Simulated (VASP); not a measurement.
A convergence study with VASP on C (graphite): a few settings are varied, all else stays as given below, so the limit is that of these other settings.

```xyz
4
Lattice="1.2300 -2.1304 0.0000 1.2300 2.1304 0.0000 0.0000 0.0000 6.7100" Properties=species:S:1:pos:R:3 pbc="T T T"
C      0.0000     0.0000     1.6775
C      0.0000     0.0000     5.0325
C      1.2300     0.7101     1.6775
C      1.2300    -0.7101     5.0325
```

Method: LDA (Ceperley-Alder, Perdew-Zunger), VASP's LDA PAW potentials (set 64) (plane waves; VASP). The last row used: 700 eV cut-off, 22×22×7 Γ-centred mesh, second-order Methfessel-Paxton smearing of 0.40 eV, potentials C.

```tsv
setting	E (eV/atom)	pressure (GPa)	irreducible k-points
ISMEAR = -1, SIGMA = 0.01, 8×8×2 mesh	-10.1191	-5.07	20
ISMEAR = -1, SIGMA = 0.2, 8×8×2 mesh	-10.1185	-5.05	20
ISMEAR = 0, SIGMA = 0.01, 8×8×2 mesh	-10.1191	-5.07	20
ISMEAR = 0, SIGMA = 0.2, 8×8×2 mesh	-10.1191	-5.07	20
ISMEAR = 1, SIGMA = 0.01, 8×8×2 mesh	-10.1191	-5.08	20
ISMEAR = 1, SIGMA = 0.2, 8×8×2 mesh	-10.1190	-5.08	20
ISMEAR = 2, SIGMA = 0.01, 8×8×2 mesh	-10.1191	-5.07	20
ISMEAR = 2, SIGMA = 0.2, 8×8×2 mesh	-10.1190	-5.07	20
ISMEAR = -1, SIGMA = 0.05, 16×16×5 mesh	-10.1187	-5.06	90
ISMEAR = -1, SIGMA = 0.2, 16×16×5 mesh	[?]	[?]	90
ISMEAR = 0, SIGMA = 0.05, 16×16×5 mesh	-10.1188	-5.06	90
ISMEAR = 0, SIGMA = 0.2, 16×16×5 mesh	-10.1187	-5.06	90
ISMEAR = 1, SIGMA = 0.05, 16×16×5 mesh	-10.1188	-5.06	90
ISMEAR = 1, SIGMA = 0.2, 16×16×5 mesh	-10.1187	-5.06	90
ISMEAR = 2, SIGMA = 0.05, 16×16×5 mesh	-10.1188	-5.06	90
ISMEAR = 2, SIGMA = 0.2, 16×16×5 mesh	-10.1187	-5.06	90
ISMEAR = -1, SIGMA = 0.05, 22×22×7 mesh	-10.1186	-5.06	208
ISMEAR = -1, SIGMA = 0.4, 22×22×7 mesh	-10.1139	-4.83	208
ISMEAR = 0, SIGMA = 0.05, 22×22×7 mesh	-10.1186	-5.06	208
ISMEAR = 0, SIGMA = 0.4, 22×22×7 mesh	-10.1185	-5.05	208
ISMEAR = 1, SIGMA = 0.05, 22×22×7 mesh	-10.1186	-5.06	208
ISMEAR = 1, SIGMA = 0.4, 22×22×7 mesh	-10.1186	-5.06	208
ISMEAR = 2, SIGMA = 0.05, 22×22×7 mesh	-10.1186	-5.06	208
ISMEAR = 2, SIGMA = 0.4, 22×22×7 mesh	-10.1185	-5.06	208
```

### Question
Complete the blanks.

### Answer

- ISMEAR = -1, SIGMA = 0.2, 16×16×5 mesh, E (eV/atom): -10.1182
- ISMEAR = -1, SIGMA = 0.2, 16×16×5 mesh, pressure (GPa): -5.04

Left out are rungs that failed or repeat a setting and relaxations that didn't move; long series are thinned to 24 rows.

The compound is C in the graphite structure. The cell was not relaxed at this level.
